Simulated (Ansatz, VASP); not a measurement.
**Cross-check of K19Mg19Cr2Cl63 (liquid Cl61.2Cr1.9K18.4Mg18.4 at 1073 K) between VASP and Ansatz**

One calculation is typed for both programs; each brings its own data sets and cutoff. How far apart do they land? The cell is taken from a series of runs on this material, whose earlier steps may have relaxed, scaled, displaced or heated it; both programs get it as it stands.

Calculated with Ansatz 0.2.0; plane waves, with VASP 6.6.1 beside it; single point at r2SCAN.

**1. The starting structure**

The cell holds 103 atoms: 63 Cl, 2 Cr, 19 K and 19 Mg. Cell: a = 15.836 Å, b = 15.836 Å, c = 15.836 Å, α = 90.0°, β = 90.0°, γ = 90.0°. As first built, before any earlier steps moved the atoms (in the runner's words): 103 atoms (63 Cl, 2 Cr, 19 K, 19 Mg) packed at random and pushed apart as soft spheres at 1.62 g/cm^3; MD (Langevin at fixed volume unless said) with the MACE-MP-0b2 small potential (Batatia et al., arXiv:2401.00096), steps of 2 fs: 1 ps at 1610 K, 1610 to 1073 K in 0.6 ps, 1 ps at 1073 K with a Berendsen barostat at zero pressure, 2 ps at 1073 K.

**2. Ansatz: single point, r2SCAN**

Ansatz runs on its default PAW (the set named soft_2) files.

A single point gives forces, pressure and levels at one fixed geometry, so differences don't come from the geometry; what else differs is listed under the comparison.

Contents of input.yaml:

```yaml
crystal:
  lattice:
    - [15.83551, 0.0, 0.0]
    - [0.0, 15.83551, 0.0]
    - [0.0, 0.0, 15.83551]
  atoms:
    - { symbol: Cl, position: [0.93652, 0.53037, 0.65683] }
    - { symbol: Cl, position: [0.38835, 0.65375, 0.86968] }
    - { symbol: Cl, position: [0.0699, 0.21929, 0.7121] }
    - { symbol: Cl, position: [0.55008, 0.19559, 0.40762] }
    - { symbol: Cl, position: [0.17006, 0.50501, 0.93129] }
    - { symbol: Cl, position: [0.69705, 0.30351, 0.0068] }
    - { symbol: Cl, position: [0.40514, 0.1481, 0.0156] }
    - { symbol: Cl, position: [0.37072, 0.56979, 0.64664] }
    - { symbol: Cl, position: [0.17429, 0.20068, 0.04218] }
    - { symbol: Cl, position: [0.03768, 0.84487, 0.74275] }
    - { symbol: Cl, position: [0.56031, 0.44355, 0.04847] }
    - { symbol: Cl, position: [0.69077, 0.83051, 0.18715] }
    - { symbol: Cl, position: [0.56117, 0.33919, 0.55601] }
    - { symbol: Cl, position: [0.96794, 0.39892, 0.84667] }
    - { symbol: Cl, position: [0.72395, 0.88318, 0.00049] }
    - { symbol: Cl, position: [0.9244, 0.59353, 0.20463] }
    - { symbol: Cl, position: [0.74368, 0.76669, 0.78985] }
    - { symbol: Cl, position: [0.29918, 0.77462, 0.4933] }
    - { symbol: Cl, position: [0.25585, 0.1792, 0.54153] }
    - { symbol: Cl, position: [0.79855, 0.11683, 0.58815] }
    - { symbol: Cl, position: [0.16202, 0.64122, 0.11653] }
    - { symbol: Cl, position: [0.79796, 0.19881, 0.21473] }
    - { symbol: Cl, position: [0.53745, 0.86777, 0.82263] }
    - { symbol: Cl, position: [0.06888, 0.63617, 0.44751] }
    - { symbol: Cl, position: [0.94308, 0.91362, 0.52383] }
    - { symbol: Cl, position: [0.48468, 0.76796, 0.64586] }
    - { symbol: Cl, position: [0.69657, 0.00538, 0.75451] }
    - { symbol: Cl, position: [0.85108, 0.19402, 0.83292] }
    - { symbol: Cl, position: [0.14911, 0.43193, 0.71331] }
    - { symbol: Cl, position: [0.20798, 0.97478, 0.61602] }
[... 67 atom lines left out ...]
    - { symbol: Mg, position: [0.02014, 0.98136, 0.98282] }
    - { symbol: Mg, position: [0.06448, 0.72862, 0.17498] }
    - { symbol: Mg, position: [0.433, 0.69856, 0.52592] }
    - { symbol: Mg, position: [0.61423, 0.05647, 0.33904] }
    - { symbol: Mg, position: [0.79308, 0.31684, 0.12719] }
    - { symbol: Mg, position: [0.14776, 0.9411, 0.74324] }
magnetization:
  spin_polarized: true
kpoints:
  mp_grid: { grid: [1, 1, 1] }
hamiltonian:
  xc: r2scan
scf:
  occupations: { method: fermi_dirac, width: 0.05 }
  lower_state_search: "off"
output:
  forces: true
  stress: true
  populations: true
  dos:
    method: { smearing: { sigma: 0.08 } }
    de: 0.1
    projected: { site_lists: { Cl: [Cl], Cr: [Cr], K: [K], Mg: [Mg] } }
  eigenvalues: true
```

The run is started by

```console
ansatz run input.yaml --threads 16 --pin off --max-ram 31232MiB --backend cpu --events-out ev --progress --plain --runs-dir out
```

Numbers of over 12 decimals in the logs are rounded to 6 here.

Log:

```text
Engine: ansatz 0.2.0, aarch64-unknown-linux-gnu
Pseudopotentials: kind: paw
Pseudopotential: Cl, paw, valence charge 7, recommended cutoff 500 eV (meta_gga), Cl.paw.azcp
Pseudopotential: Cr, paw, valence charge 14, recommended cutoff 500 eV (meta_gga), Cr.paw.azcp
Pseudopotential: K, paw, valence charge 9, recommended cutoff 500 eV (meta_gga), K.paw.azcp
Pseudopotential: Mg, paw, valence charge 10, recommended cutoff 500 eV (meta_gga), Mg.paw.azcp
Functional definition: r2SCAN
  parameter k0 = 0.174
  parameter k1 = 0.065
  parameter a1 = 4.9479
  exchange = r2scan_x(k0 = k0, k1 = k1, a1 = a1)
  correlation = r2scan_c
Crystal: 103 atoms, lattice volume = 3970.966 Å³
Basis set: ecut = 500 eV, 100737 PW (Γ), exchange–correlation on 480×480×480 points (64 copies of the dense FFT grid, shifted against one another)
Bands: 521, of which v1, the nominal top of the filled ones, is band 415 counted from 1 (414 counted from 0)
Symmetry: 1 space group operations
Space group: P1 (ITA 1), of the structure as read, at distance tolerance 1.6e-4 Å
Magnetic group: BNS 1.1 (UNI 1), of the structure as read, at distance tolerance 1.6e-4 Å
k-points: 1
Non-local potential: Cl, projectors of the file, l = 0: 2, l = 1: 2, l = 2: 2
Non-local potential: Cr, projectors of the file, l = 0: 3, l = 1: 2, l = 2: 3, l = 3: 1
Non-local potential: K, projectors of the file, l = 0: 3, l = 1: 2, l = 2: 2
Non-local potential: Mg, projectors of the file, l = 0: 3, l = 1: 2, l = 2: 1
PAW form: soft (Blöchl's): semilocal exchange-correlation on the pseudo side does not see the compensation charge
PAW frozen core: Cl, regenerated for the run's functional (the file was generated under x = pbe(κ = 0.804, μ = 0.219515), c = pbe(β = 0.066725))
PAW frozen core: Cr, regenerated for the run's functional (the file was generated under x = pbe(κ = 0.804, μ = 0.219515), c = pbe(β = 0.066725))
PAW frozen core: K, regenerated for the run's functional (the file was generated under x = pbe(κ = 0.804, μ = 0.219515), c = pbe(β = 0.066725))
PAW frozen core: Mg, regenerated for the run's functional (the file was generated under x = pbe(κ = 0.804, μ = 0.219515), c = pbe(β = 0.066725))
PAW one-centre angular grid: Cl, 302 points (default); XC on 160 Gauss nodes
PAW one-centre angular grid: Cr, 590 points (default); XC on 160 Gauss nodes
PAW one-centre angular grid: K, 302 points (default); XC on 160 Gauss nodes
PAW one-centre angular grid: Mg, 302 points (default); XC on 224 Gauss nodes
Initial density: superposition of atomic densities (chi_scale 0.1, normalization cell, long waves kept (reshape's long-wave potential 0.67 eV rms))
Starting moments: Σ|m| = 6 μB on 2 of 103 sites
Starting magnetic order: compensated ferrimagnet; no operation exchanges its spin sublattices
Initial wavefunctions: pseudopotential atomic-orbital guess
Functional: x = r2scan, c = r2scan; τ floored in thin density (d = 2e-4 eV/Å³)
SCF iter   1: F=-141028.070954 eV  HF=-141152.683568 eV  |F-HF|=1.25e2  |Δ(HF+E_count)|=         —  Δρ=2.75e-2 (↑2.58e-2 ↓2.75e-2)  dr2=1.53e2  dr2_τ=7.65e-1  dr2_m=4.90e0  M=-0.771 μB ∫|m|=9.264 μB  β_m=0.30  ethr=3.10e-3  ⟨swp⟩=7.0  Hψ=4407  notcnv=0  defer=173
preconditioner: auto → none  [metal: Δε(μ)=0.099 eV  Ē_g=6.796 eV  σ=0.050 eV  W_gap=0.43  n_scr=618 (ndim 8)  ℏωp=11.5 eV  f_vac=0.189  D(μ)=20.02/eV (n_scr^D=56)  sad-step TF]
SCF iter   2: F=-141078.410073 eV  HF=-141140.996892 eV  |F-HF|=6.26e1  |Δ(HF+E_count)|=    1.17e1  Δρ=2.13e-2 (↑1.47e-2 ↓2.13e-2)  dr2=8.06e1  dr2_τ=5.09e-1  dr2_m=1.55e0  M=1.996 μB ∫|m|=6.607 μB  β_m=0.30  ethr=3.10e-3  ⟨swp⟩=3.0  Hψ=2052  notcnv=0  defer=186  κ⁻¹=1.0e0(r=1)
preconditioner: auto → Resta (q_TF=auto, 2.102 Å⁻¹)  ε∞=3.5  [insulator: Δε(μ)=0.164 eV  Ē_g=7.280 eV  σ=0.050 eV  W_gap=0.67  n_scr=618 (ndim 8)  ℏωp=11.5 eV  f_vac=0.195  D(μ)=8.64/eV (n_scr^D=18)  ε∞_Penn≈3.5]
spin=Collinear: Resta preconditioning applied to the charge; magnetization (m = ρ↑ − ρ↓) channel mixes plain (no charge-response kernel on spin).
SCF iter   3: F=-141071.627748 eV  HF=-141132.846801 eV  |F-HF|=6.12e1  |Δ(HF+E_count)|=    8.15e0  Δρ=1.87e-2 (↑1.87e-2 ↓1.72e-2)  dr2=7.46e1  dr2_τ=3.77e-1  dr2_m=3.31e0  M=-2.849 μB ∫|m|=7.131 μB  β_m=0.30  ethr=3.10e-3  ⟨swp⟩=2.5  Hψ=2020  notcnv=0  defer=193  κ⁻¹=3.0e-1(r=2)
SCF iter   4: F=-141105.194088 eV  HF=-141129.706969 eV  |F-HF|=2.45e1  |Δ(HF+E_count)|=    3.14e0  Δρ=1.53e-2 (↑1.53e-2 ↓9.56e-3)  dr2=3.45e1  dr2_τ=2.41e-1  dr2_m=1.87e0  M=1.313 μB ∫|m|=8.105 μB  β_m=0.30  ethr=3.10e-3  ⟨swp⟩=3.5  Hψ=2394  notcnv=0  defer=194
Mixer restart at iter 4: flushing history
spin-set hold released at iteration 4 (the charge has settled, or the pull on large starting moments outlasts its swing): the magnetisation degrees of freedom join the quasi-Newton model from the next iteration; the mixer history was flushed
[...]
k-point 0 ↓: bands = [... 411 lower, -0.3774, -0.2675, -0.2383, -0.1856, -0.0432, 0.4552, 2.5466, 2.9574, ... 102 higher]
--- Löwdin populations: 103 sites ---
  site symbol       q [e]    m [muB]
     0     Cl      7.6579     0.0797
     1     Cl      7.6979     0.0000
     2     Cl      7.7149     0.0018
     3     Cl      7.7323    -0.0049
     4     Cl      7.7495     0.0062
     5     Cl      7.6629     0.0297
     6     Cl      7.4522     0.0755
     7     Cl      7.6842     0.0001
     8     Cl      7.3819     0.0022
     9     Cl      7.7079     0.0003
    10     Cl      7.6907     0.0754
    11     Cl      7.7403     0.0001
    12     Cl      7.6990    -0.0017
    13     Cl      7.6370     0.1162
    14     Cl      7.7067     0.0001
    15     Cl      7.7142     0.0025
    16     Cl      7.7210     0.0005
    17     Cl      7.6906    -0.0000
    18     Cl      7.5990    -0.0211
    19     Cl      7.7194     0.0025
    20     Cl      7.6895     0.0001
    21     Cl      7.7200     0.0001
    22     Cl      7.7038     0.0000
    23     Cl      7.7263    -0.0001
[...]
95     Mg      8.4485    -0.0000
    96     Mg      8.4480    -0.0004
    97     Mg      8.4266    -0.0002
    98     Mg      8.4596    -0.0001
    99     Mg      8.4640     0.0000
   100     Mg      8.4376     0.0001
   101     Mg      8.4456    -0.0003
   102     Mg      8.4425    -0.0000
  spilling = 0.004945 (of n_electrons = 830.000000)
```

**3. VASP: single point, r2SCAN**

The same cell, functional, mesh and smearing now go to VASP, with its own data sets and cutoff.

Lines of VASP's logs that name or quote its potential files are left out, and so is its time.

Contents of INCAR:

```
SYSTEM = K19Mg19Cr2Cl63
PREC = Accurate
ENCUT = 400
EDIFF = 1E-05
NELM = 200
ISMEAR = -1
SIGMA = 0.05
LREAL = Auto
ALGO = All
METAGGA = R2SCAN
LASPH = .TRUE.
NBANDS = 409
ISPIN = 2
MAGMOM = 0.06 0 0 -0 0.01 0.02 0.06 0 0.01 0 0.06 0 -0 0.1 0 0 0 -0 -0.02 0 0 0 0 -0 0 -0 0 0.01 -0 -0 -0 -0 0 -0 0 0 -0.01 0 0 0 0.23 0 0.01 0 0 -0.02 -0.01 0 0 -0 0 0 -0 -0.05 0 0.02 0.02 0 0 0.02 0 0 0 -2.77 3.17 -0 -0 0 -0 0 -0 0 0 -0 -0 0 -0 0 -0 -0 0 -0 -0 0 0 0 -0 -0 0 -0 0 -0 0 0 0 0 -0 -0 -0 -0 -0 -0 0
LMAXMIX = 4
LORBIT = 11
LWAVE = .FALSE.
LCHARG = .FALSE.
ISIF = 2
```

Contents of POSCAR:

```
K19Mg19Cr2Cl63
1.0
   15.8355100000      0.0000000000      0.0000000000
    0.0000000000     15.8355100000      0.0000000000
    0.0000000000      0.0000000000     15.8355100000
Cl Cr K Mg
63 2 19 19
Direct
    0.9365200000      0.5303700000      0.6568300000
    0.3883500000      0.6537500000      0.8696800000
    0.0699000000      0.2192900000      0.7121000000
    0.5500800000      0.1955900000      0.4076200000
    0.1700600000      0.5050100000      0.9312900000
    0.6970500000      0.3035100000      0.0068000000
    0.4051400000      0.1481000000      0.0156000000
    0.3707200000      0.5697900000      0.6466400000
    0.1742900000      0.2006800000      0.0421800000
    0.0376800000      0.8448700000      0.7427500000
    0.5603100000      0.4435500000      0.0484700000
    0.6907700000      0.8305100000      0.1871500000
    0.5611700000      0.3391900000      0.5560100000
    0.9679400000      0.3989200000      0.8466700000
    0.7239500000      0.8831800000      0.0004900000
    0.9244000000      0.5935300000      0.2046300000
    0.7436800000      0.7666900000      0.7898500000
    0.2991800000      0.7746200000      0.4933000000
    0.2558500000      0.1792000000      0.5415300000
    0.7985500000      0.1168300000      0.5881500000
    0.1620200000      0.6412200000      0.1165300000
    0.7979600000      0.1988100000      0.2147300000
    0.5374500000      0.8677700000      0.8226300000
    0.0688800000      0.6361700000      0.4475100000
    0.9430800000      0.9136200000      0.5238300000
    0.4846800000      0.7679600000      0.6458600000
    0.6965700000      0.0053800000      0.7545100000
    0.8510800000      0.1940200000      0.8329200000
    0.1491100000      0.4319300000      0.7133100000
    0.2079800000      0.9747800000      0.6160200000
[... 67 atom lines left out ...]
    0.0201400000      0.9813600000      0.9828200000
    0.0644800000      0.7286200000      0.1749800000
    0.4330000000      0.6985600000      0.5259200000
    0.6142300000      0.0564700000      0.3390400000
    0.7930800000      0.3168400000      0.1271900000
    0.1477600000      0.9411000000      0.7432400000
```

Contents of KPOINTS:

```
Automatic mesh
0
Gamma
1 1 1
0 0 0
```

The projector-augmented-wave data sets are Cl, Cr_pv, K_sv and Mg (PBE family, release 64).

The run is started by

```console
export OMP_NUM_THREADS=5
mpirun -np 1 vasp_gam
```

Log:

```text
[banner, memory and clock lines left out]
running    1 mpi-ranks, on    1 nodes
[...]
Offloading initialized ...    1 GPUs detected
[...]
|                                                                             |
|               ----> ADVICE to this user running VASP <----                  |
|                                                                             |
|     You enforced a specific xc type in the INCAR file but a different       |
|     [... a line on the potential file left out ...]
|     I HOPE YOU KNOW WHAT YOU ARE DOING!                                     |
|                                                                             |

 LDA part: xc-table for (None), standard interpolation
 POSCAR, INCAR and KPOINTS ok, starting setup
[...]
entering main loop
       N       E                     dE             d eps       ncg     rms           ort
DAV:   1     0.570187311050E+04    0.57019E+04   -0.29302E+05   409   0.123E+03
DAV:   2    -0.107081032627E+03   -0.58090E+04   -0.56362E+04   409   0.313E+02
[...]
gam= 0.702 trial= 0.184  step=  0.1689 mean=  0.1841
CGA:  50    -0.789780815280E+03   -0.13862E-04   -0.14033E-04   409   0.149E-03   0.228E-04
 gam= 0.952 g(H,U,f)=  0.491E-04 0.157E-04 0.840E-04 ort(H,U,f) = 0.587E-04-0.407E-06-0.355E-04
 gam= 0.952 trial= 0.183  step=  0.1342 mean=  0.1826
CGA:  51    -0.789780826496E+03   -0.11216E-04   -0.11438E-04   409   0.172E-03   0.934E-05
 gam= 1.153 g(H,U,f)=  0.478E-04 0.210E-04 0.103E-03 ort(H,U,f) = 0.705E-04 0.402E-05-0.652E-04
 gam= 1.153 trial= 0.178  step=  0.2387 mean=  0.1778
CGA:  52    -0.789780848257E+03   -0.21761E-04   -0.21754E-04   409   0.102E-03  -0.171E-08
 gam= 0.595 g(H,U,f)=  0.444E-04 0.210E-04 0.366E-04 ort(H,U,f) = 0.441E-04-0.261E-04-0.180E-04
 gam= 0.595 trial= 0.184  step=  0.2942 mean=  0.1838
CGA:  53    -0.789780864231E+03   -0.15974E-04   -0.15002E-04   409   0.982E-04   0.176E-04
 gam= 0.963 g(H,U,f)=  0.362E-04 0.111E-04 0.508E-04 ort(H,U,f) = 0.329E-04-0.450E-05-0.108E-04
 gam= 0.963 trial= 0.195  step=  0.1413 mean=  0.1949
CGA:  54    -0.789780872296E+03   -0.80652E-05   -0.81376E-05   409   0.117E-03   0.278E-05
 gam= 1.192 g(H,U,f)=  0.316E-04 0.892E-05 0.766E-04 ort(H,U,f) = 0.454E-04-0.421E-06-0.422E-04
 gam= 1.192 trial= 0.190  step=  0.1519 mean=  0.1895
 final diagonalization occupied
   1 F= -.78978087E+03 E0= -.78971306E+03  d E =-.135631E+00  mag=     1.2443
```

From OUTCAR (step 3):

```text
  FREE ENERGIE OF THE ION-ELECTRON SYSTEM (eV)
  ---------------------------------------------------
  free  energy   TOTEN  =      -789.7808722962 eV

  energy  without entropy=     -789.6452413839  energy(sigma->0) =     -789.71305684

 magnetization (x)
# of ion       s       p       d       tot
------------------------------------------
    1        0.002   0.057   0.000   0.059
    2       -0.000   0.000   0.000   0.000
    3        0.000   0.002   0.000   0.002
    4       -0.000  -0.003   0.000  -0.004
    5        0.000   0.004   0.000   0.004
    6        0.001   0.024   0.000   0.025
    7        0.001   0.069   0.000   0.069
    8        0.000   0.000   0.000   0.000
    9        0.000   0.025   0.000   0.025
   10        0.000   0.000   0.000   0.000
   11        0.002   0.058   0.000   0.060
   12        0.000   0.000   0.000   0.000
   13       -0.000  -0.002   0.000  -0.002
[...]
--------------------------------------------------
tot          0.004   0.520   0.438   0.962
```

The run ends at a pressure of -1.61 GPa, with forces up to 2.4 eV/Å.

**4. Differences**

Known differences besides the potentials themselves: VASP starts from the moments at which Ansatz ended; VASP keeps PBE cores, Ansatz makes them for the functional; the data sets hold 830 valence electrons in Ansatz (default PAW (the set named soft_2) files) and 674 in VASP; the cutoff is 500 eV in Ansatz and 400 eV in VASP (PREC = Accurate, projectors in real space); site moments are counted in spheres of each program's own size. Total energies have different zeros and are not compared.

The two programs side by side:

```
           quantity  Ansatz   VASP  difference
     pressure (GPa)   -1.49  -1.61       +0.12
  total moment (μB)    1.25   1.24        0.00
moment on Cr65 (μB)    3.17   3.52       -0.35
moment on Cr64 (μB)   -2.77  -3.08       +0.31
moment on Cl41 (μB)    0.23   0.23        0.00
moment on Cl14 (μB)    0.10   0.09        0.00
 moment on Cl7 (μB)    0.06   0.07       -0.01
moment on Cl11 (μB)    0.06   0.06        0.00
 moment on Cl1 (μB)    0.07   0.06       +0.01
moment on Cl54 (μB)   -0.05  -0.05        0.00
```

Forces on 10 of the 103 atoms, those with the largest forces and the largest differences (eV/Å; atoms numbered as in POSCAR):

```
atom         Ansatz x, y, z           VASP x, y, z
 Cl7   -1.256, 1.070, 1.160   -1.239, 1.051, 1.140
Cl16    0.981, 1.325, 0.287    0.983, 1.331, 0.282
Cl21    0.187, 0.052, 0.965    0.157, 0.080, 0.986
Cl25   -1.152, 0.181, 0.093   -1.188, 0.217, 0.087
Cl51   0.751, -1.471, 0.800   0.715, -1.468, 0.810
Cl52  -0.022, 0.947, -0.274   0.005, 0.916, -0.287
Cr65    0.906, 1.124, 1.543    0.902, 1.109, 1.568
Mg92  -0.285, -2.098, 0.311  -0.274, -2.084, 0.330
Mg96  -1.033, 1.917, -0.773  -1.024, 1.913, -0.769
Mg98  2.132, -0.698, -0.786  2.139, -0.690, -0.768
```

The forces differ by 16 meV/Å r.m.s., which is 2.6 % of the r.m.s. force of 0.61 eV/Å (both taken over all components).

**5. What came out**

| Property | Result |
| --- | --- |
| r.m.s. force difference (single point, r2SCAN) | 2.6 % of the r.m.s. force |

What this shows: The r.m.s. force difference is 2.6 % of the r.m.s. force (single point, r2SCAN), within the 3 % picked in this series as the mark of a large difference. Such differences can come from data sets, numerical settings and the points named under the comparisons, not from the functional's error against experiment.

[Lines on the potential files, build, host, timing and source positions are cut from VASP's logs without a mark.]

[Logs are printed without paths, hosts, clocks, repeated set-up lines and the standing remarks that a program may print on its own settings, such as how far it seeks lower states.]

[Hosts, paths, dates, database ids (printed as entryN), source tags and the programs' standing remarks are cut or masked in the printed files.]
